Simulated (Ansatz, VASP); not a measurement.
# Cross-check of Sn between VASP and Ansatz

One calculation is typed for both programs; each brings its own data sets. How far apart do they land? The structure shown is the start of the Ansatz relaxation below; VASP solves that cell, so the two are compared at the walk's first step.

Main program and level: Ansatz 0.2.0; plane waves, with VASP 6.6.1 beside it; single point at r2SCAN.

**1. Set-up**

The structure is orthorhombic, space group Imma (No. 74). Conventional cell: a = 4.643 Å, b = 4.784 Å, c = 6.508 Å, α = 90.00°, β = 90.00°, γ = 90.00°. Sn has 4 Sn at 2.85 to 2.88 Å nearest.

As a file:

```cif
data_structure
_symmetry_space_group_name_H-M 'P 1'
_symmetry_Int_Tables_number 1
_cell_length_a 4.6580
_cell_length_b 4.6580
_cell_length_c 4.7835
_cell_angle_alpha 59.105
_cell_angle_beta 59.105
_cell_angle_gamma 59.789
_cell_volume 72.27
loop_
_atom_site_label
_atom_site_type_symbol
_atom_site_fract_x
_atom_site_fract_y
_atom_site_fract_z
_atom_site_occupancy
Sn1 Sn 0.50151 0.50151 0.49841 1
Sn2 Sn 0.74849 0.74849 0.75159 1
```

**2. Ansatz: relaxation, r2SCAN**

Ansatz runs on its PAW soft_1 files.

The two programs are compared at the cell with which this relaxation starts, whose forces are those of its first step.

input.yaml

```yaml
crystal:
  lattice:
    - [0.0496255322, 3.332826394, 3.253759231]
    - [3.332826394, 0.0496255322, 3.253759231]
    - [3.3824519262, 3.3824519262, 0.0]
  atoms:
    - { symbol: Sn, position: [0.5015090753, 0.5015090753, 0.4984076348] }
    - { symbol: Sn, position: [0.7484909247, 0.7484909247, 0.7515923652] }
  conventional_axes: [[0, 0, 1], [1, -1, 0], [1, 1, -1]]
kpoints:
  mp_grid: { grid: [12, 12, 12], shift: [0.5, 0.5, 0.5] }
hamiltonian:
  xc: r2scan
  pseudopotentials: { kind: paw, azcp: { folder: soft_1 } }
scf:
  occupations: { method: gaussian, width: 0.015 }
output:
  forces: true
  stress: true
  eigenvalues: true
relax:
  adjacent_minimum: "off"
  f_tol: 0.001
  max_steps: 60
  cell: { stress_tol: 0.01, fix: [a, angles] }
```

Launch:

```bash
ansatz run input.yaml --threads 4 --pin off --max-ram 10240MiB --backend cpu --events-out ev --progress --plain --runs-dir out
```

Numbers of over 12 decimals in the logs are rounded to 6 here.

The program printed:

```text
Engine: ansatz 0.2.0, x86_64-unknown-linux-gnu
Pseudopotentials: kind: paw
Pseudopotential: Sn, paw, valence charge 14, recommended cutoff 500 eV (meta_gga), soft_1/Sn.paw.azcp
Functional definition: r2SCAN
  parameter k0 = 0.174
  parameter k1 = 0.065
  parameter a1 = 4.9479
  exchange = r2scan_x(k0 = k0, k1 = k1, a1 = a1)
  correlation = r2scan_c
Crystal: 2 atoms, lattice volume = 72.268 Å³
Basis set: ecut = 500 eV, 1847 PW (Γ), exchange–correlation on 144×144×144 points (64 copies of the dense FFT grid, shifted against one another)
Bands: 18, of which v1, the nominal top of the filled ones, is band 14 counted from 1 (13 counted from 0)
Symmetry: 4 space group operations
Space group: C2/m (ITA 12), of the structure as read, at distance tolerance 4.2e-5 Å
k-points: 468 of 1728
Non-local potential: Sn, projectors of the file, l = 0: 2, l = 1: 2, l = 2: 2, l = 3: 1
PAW form: soft (Blöchl's): semilocal exchange-correlation on the pseudo side does not see the compensation charge
PAW frozen core: Sn, regenerated for the run's functional (the file was generated under x = pbe(κ = 0.804, μ = 0.219515), c = pbe(β = 0.066725))
PAW one-centre angular grid: Sn, 590 points (default); XC on 160 Gauss nodes
Initial density: superposition of atomic densities (chi_scale 0.1, normalization cell)
Initial wavefunctions: pseudopotential atomic-orbital guess
Functional: x = r2scan, c = r2scan; τ floored in thin density (d = 2e-4 eV/Å³)
iter 1 solved again at ethr=1.10e-3 eV; its pass at ethr=3.10e-3 eV (dr2=3.09e-1 eV) is discarded
SCF iter   1: F=—  HF=-12077.325236 eV  |F-HF|=—  |Δ(HF+E_count)|=         —  Δρ=2.08e-2  dr2=3.11e-1  dr2_τ=3.59e-3  ethr=1.10e-3  ⟨swp⟩=1.0  Hψ=58462  notcnv=0
preconditioner: auto → none  [insulator: Δε(μ)=0.083 eV  Ē_g=20.717 eV  σ=0.015 eV  W_gap=1.00  n_scr=14 (ndim 8)  ℏωp=23.1 eV  f_vac=0.014  D(μ)=0.00/eV (n_scr^D=0)  ε∞_Penn≈2.2]
SCF iter   2: F=—  HF=-12077.379884 eV  |F-HF|=—  |Δ(HF+E_count)|=   5.46e-2  Δρ=1.08e-2  dr2=7.13e-2  dr2_τ=7.68e-4  ethr=1.10e-3  ⟨swp⟩=2.0  Hψ=10296  notcnv=0
SCF iter   3: F=—  HF=-12077.396890 eV  |F-HF|=—  |Δ(HF+E_count)|=   1.70e-2  Δρ=8.80e-4  dr2=2.89e-4  dr2_τ=2.61e-5  ethr=2.55e-4  ⟨swp⟩=3.0  Hψ=16839  notcnv=0
SCF iter   4: F=—  HF=-12077.397011 eV  |F-HF|=—  |Δ(HF+E_count)|=   1.21e-4  Δρ=2.72e-4  dr2=5.28e-5  dr2_τ=3.05e-6  ethr=1.03e-6  ⟨swp⟩=2.0  Hψ=16847  notcnv=0
SCF iter   5: F=—  HF=-12077.397002 eV  |F-HF|=—  |Δ(HF+E_count)|=   8.74e-6  Δρ=6.37e-5  dr2=1.19e-6  dr2_τ=3.21e-8  ethr=1.89e-7  ⟨swp⟩=2.0  Hψ=14976  notcnv=0
SCF iter   6: F=-12077.397003 eV  HF=-12077.397003 eV  |F-HF|=1.74e-9  |Δ(HF+E_count)|=   1.16e-6  Δρ=6.33e-6  dr2=1.78e-8  dr2_τ=5.34e-10  ethr=3.57e-10  ⟨swp⟩=7.6  Hψ=42866  notcnv=0
SCF 1 converged in 6 iterations: F = -12077.397003 eV  dr2 = 1.78e-8
  greatest PAW one-centre occupation: 0.989 electrons in one spin orbital (limit 2), on the Sn atom at site 1 (counted from 0), in its partial waves of l = 2
relax step   1: F+E_penalty+E_count = -12077.39700341 eV  Δ(F+E_penalty+E_count) = +0.000e0 eV  max|allowed force component| = 6.949e-2 eV/Å  Δτ_max = 0.0000 Å  P = -0.808 GPa  Ω = 72.268 Å³  fix = [a, alpha, beta, gamma]  reactions: a -2.170 GPa; beta +0.013 GPa/rad  (6 SCF iters, dr2 threshold 1.00e-7 eV, accepted)
[...]
relax step   3: F+E_penalty+E_count = -12077.39757637 eV  Δ(F+E_penalty+E_count) = -5.730e-4 eV  max|allowed force component| = 3.246e-3 eV/Å  Δτ_max = 0.0048 Å  P = -0.705 GPa  Ω = 72.057 Å³  energy of the carried Pulay correction = +4.520e-6 eV  fix = [a, alpha, beta, gamma]  reactions: a -1.962 GPa; beta +0.013 GPa/rad  (9 SCF iters, accepted)
[...]
relax step   4: F+E_penalty+E_count = -12077.39764227 eV  Δ(F+E_penalty+E_count) = -6.590e-5 eV  max|allowed force component| = 2.586e-3 eV/Å  Δτ_max = 0.0003 Å  P = -0.643 GPa  Ω = 71.940 Å³  energy of the carried Pulay correction = +7.024e-6 eV  fix = [a, alpha, beta, gamma]  reactions: a -1.899 GPa; beta +0.013 GPa/rad  (4 SCF iters, dr2 threshold 4.16e-8 eV, accepted)
[...]
relax step   5: F+E_penalty+E_count = -12077.39764463 eV  Δ(F+E_penalty+E_count) = -2.360e-6 eV  max|allowed force component| = 3.724e-4 eV/Å  Δτ_max = 0.0002 Å  P = -0.632 GPa  Ω = 71.921 Å³  energy of the carried Pulay correction = +7.444e-6 eV  fix = [a, alpha, beta, gamma]  reactions: a -1.895 GPa; beta +0.013 GPa/rad  (4 SCF iters, dr2 threshold 1.03e-9 eV, accepted)
[...]
relax step   6: F+E_penalty+E_count = -12077.39763707 eV  Δ(F+E_penalty+E_count) = +7.558e-6 eV  max|allowed force component| = 3.696e-4 eV/Å  Δτ_max = 0.0000 Å  P = -0.632 GPa  Ω = 71.921 Å³  fix = [a, alpha, beta, gamma]  reactions: a -1.895 GPa; beta +0.013 GPa/rad  stress off target by 1.11e-3 GPa on what of the cell is left free  SCF on the basis re-selected at this cell (its energy is not comparable with the rows above)  (5 SCF iters)
basis re-selected at this cell: Δ(F+E_penalty+E_count) = +7.558e-6 eV, ΔP = +0.000 GPa vs the last step (what re-selecting the basis moved, of the pressure what is left beyond the Pulay correction that the steps carried, after the strain that the cell walked since its last selection, with what the two solves' SCF thresholds leave and, on support functions, any second-order correction that the steps lacked; it is no m [...]
SCF converged after 5 iterations
Free energy (F): -12077.397637 eV
Harris-Foulkes:  -12077.397637 eV  (|F-HF|=3.64e-12)
Internal energy: -12077.397637 eV  (E = F + TS)
E sigma→0 (E₀):  -12077.397637 eV
Entropy (-TS):   -0.000000 eV (-0.000 meV/atom)
Fermi energy:    7.228032 eV
--- Per-component energies (eV) ---
  E_band       = -280.536765
  E_kinetic    = 333.659840
  E_local      = -2680.323444  (includes V_loc(G=0)·N_el)
  E_nonlocal   = 289.017781
  E_hartree    = 1301.853775
  E_xc         = -229.029600
  E_vxc        = -168.290616  (∫ρ·V_xc dr)
  E_paw        = -8790.598934  (= ΣΔE_a)
  E_vpaw       = -669.386370  (= ΣTr[D̂ρ^β])
  E_aug_tail   = 0.000193  (compensation charges beyond the density's cutoff)
  E_vtau       = 11.078346  (kinetic-family band-sum trace: ∫τ·v_τ [+ j·A + Jᵃ·Aᵃ] dr)
  E_ewald      = -2303.447891
  E_core_change = 1.470642  (= ΣΔE_core)
  E_smearing   = -0.000000  (= −TS)
  E_closure    = -0.000000  (closes the sum)
  Σ components = -12077.397637   (vs F -12077.397637, Δ=0.00e0)
--- Forces (eV/Å), atoms counted from 1 ---
  atom   1  Sn     0.00000885     0.00000885    -0.00036956
  atom   2  Sn    -0.00000885    -0.00000885     0.00036956
  max |Σ_I F_I| component: 5.42e-20 eV/Å
--- Stress (GPa, compression-positive) ---
       -0.948000      -0.946888      -0.009288
       -0.946888      -0.948000      -0.009288
       -0.009288      -0.009288      -0.000436
  P = ⅓ Tr σ = -0.6321 GPa (-6.321 kbar)
--- Band table (eV; the first three rows and the last of 468) ---
  k-point 0: bands = [... 10 lower, -3.5881, 6.0656, 7.1399, 7.1873, 7.4095, 9.3659, 9.4324, 9.5802]
  k-point 1: bands = [... 10 lower, -3.5026, 5.1461, 6.8372, 7.1081, 7.9136, 9.6740, 9.6939, 9.8005]
  k-point 2: bands = [... 10 lower, -3.2894, 3.9496, 6.4543, 6.8288, 8.0199, 9.9961, 10.1485, 10.7291]
  k-point 467: bands = [... 10 lower, -1.9858, 0.7699, 5.4023, 5.9970, 7.9529, 10.4652, 10.7859, 13.4291]
--- Relaxed structure (5 steps of the walk, 4 accepted, 1 SCFs on fresh bases) ---
  F+E_penalty+E_count = -12077.39763707 eV   max|allowed force component| = 3.696e-4 eV/Å   (the final SCF, on the basis selected at the relaxed cell)
  cell:  # Å, volume = 71.9205 Å³
    - [0.049777, 3.332675, 3.238424]
    - [3.332675, 0.049777, 3.238424]
    - [3.3824519262, 3.3824519262, 0.0]
  atoms:
    - { symbol: Sn, position: [0.502274, 0.502274, 0.497644] }
    - { symbol: Sn, position: [0.747726, 0.747726, 0.752356] }
```

The column dr2 measures how far the density is from self-consistency, as an energy; F and HF (Harris–Foulkes) agree once it is small.

(Continued in part 2 of 3.)

[Lines on the potential files, build, host, timing and source positions are cut from VASP's logs without a mark.]

[Logs are printed without paths, hosts, clocks, repeated set-up lines and the standing remarks that a program may print on its own settings, such as how far it seeks lower states.]

[Hosts, paths, dates, database ids (printed as entryN), source tags and the programs' standing remarks are cut or masked in the printed files.]
